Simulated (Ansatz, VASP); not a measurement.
## CdSiN2 in VASP and in Ansatz

File POSCAR:

```
CdSiN2
1.0
    2.9138425021      0.0000000000      0.0000000000
    0.0000000000      2.9138425021      0.0000000000
    0.0000000000      0.0000000000      4.9078680928
Cd N Si
1 2 1
Direct
    0.0000000000      0.0000000000      0.0000000000
    0.0000000000      0.5000000000      0.3166741853
    0.5000000000      0.0000000000      0.6833258147
    0.5000000000      0.5000000000      0.5000000000
```

File INCAR.step1:

```
PREC     = Accurate       # precision mode
ENCUT    = 520            # plane-wave cutoff, eV
ISMEAR   = 0              # smearing method
SIGMA    = 0.01           # smearing width, eV
LREAL    = False          # projectors in reciprocal space
LASPH    = True           # aspherical terms in the spheres
NELM     = 100            # most SCF steps
NBANDS   = 21             # bands
GGA      = PE             # functional
ALGO     = Normal         # electronic algorithm
EDIFF    = 1E-4           # SCF threshold, eV
LWAVE    = True           # write WAVECAR
LCHARG   = False          # write CHGCAR
```

The input INCAR.step2:

```
PREC     = Accurate       # precision mode
ENCUT    = 520            # plane-wave cutoff, eV
EDIFF    = 1E-7           # SCF threshold, eV
ISMEAR   = 0              # smearing method
SIGMA    = 0.01           # smearing width, eV
LREAL    = False          # projectors in reciprocal space
LASPH    = True           # aspherical terms in the spheres
NELM     = 100            # most SCF steps
ALGO     = Normal         # electronic algorithm
ISIF     = 2              # what is computed and relaxed
LWAVE    = False          # write WAVECAR
LCHARG   = True           # write CHGCAR
METAGGA  = R2SCAN         # meta-GGA
LMIXTAU  = True         
LELF     = True           # ELF
LVHAR    = True         
NBANDS   = 21             # bands
ISTART   = 1
```

KPOINTS

```
regular mesh
0
Gamma
  8 8 6
```

Input for Ansatz:

```yaml
crystal:
  lattice:
    - [2.9138425021, 0.0, 0.0]
    - [0.0, 2.9138425021, 0.0]
    - [0.0, 0.0, 4.9078680928]
  atoms:
    - { symbol: Cd, position: [0.0, 0.0, 0.0] }
    - { symbol: "N", position: [0.0, 0.5, 0.3166741853] }
    - { symbol: Si, position: [0.5, 0.5, 0.5] }
    - { symbol: "N", position: [0.5, 0.0, 0.6833258147] }
kpoints:
  mp_grid: { grid: [8, 8, 6] }
  band_path:
    path:
      - [0.0, 0.0, 0.0]
      - [0.0, 0.5, 0.0]
      - [0.5, 0.5, 0.0]
      - [0.0, 0.0, 0.5]
      - [0.0, 0.5, 0.5]
      - [0.5, 0.5, 0.5]
    npoints: 1
hamiltonian:
  xc: r2scan
scf:
  occupations: { method: fixed }
  n_extra_bands: 5
output:
  forces: true
  stress: true
  eigenvalues: true
```

Change from the starting cell: hydrostatic strain -4.0%.

Alike in both runs: task single point; functional r2SCAN; k mesh 8 × 8 × 6; no spin polarisation.

```csv
,VASP,Ansatz
version,VASP 6.6.1,Ansatz 0.2.0
potentials or method,"VASP PAW PBE potentials, release 64 (Cd, N, Si)","plane waves, PAW"
plane-wave cutoff (eV),520,500
occupations,"gaussian, width 0.01 eV",fixed
valence electrons in the cell,26,34
```

|  | VASP | Ansatz | Ansatz less VASP |
| --- | --- | --- | --- |
| gap on the k mesh at the Fermi level (eV) | 2.30 | 2.24 | -0.067 |
| pressure (GPa) | 32.5 | 30.7 | -1.73 |
| largest component of the traceless stress (GPa) | 2.54 | 1.93 | -0.613 |
| rms of the force components (eV/Å) | 0.073 | 0.001 | -0.0726 |

The two sets of potentials don't hold the same shells in valence.

Caveats: so large a pressure means that the cell lies far from this level's equilibrium, or that cutoff or potentials fall short (VASP); the potentials were made for another functional, which shifts forces and pressure (VASP). A k mesh can miss the band edges.
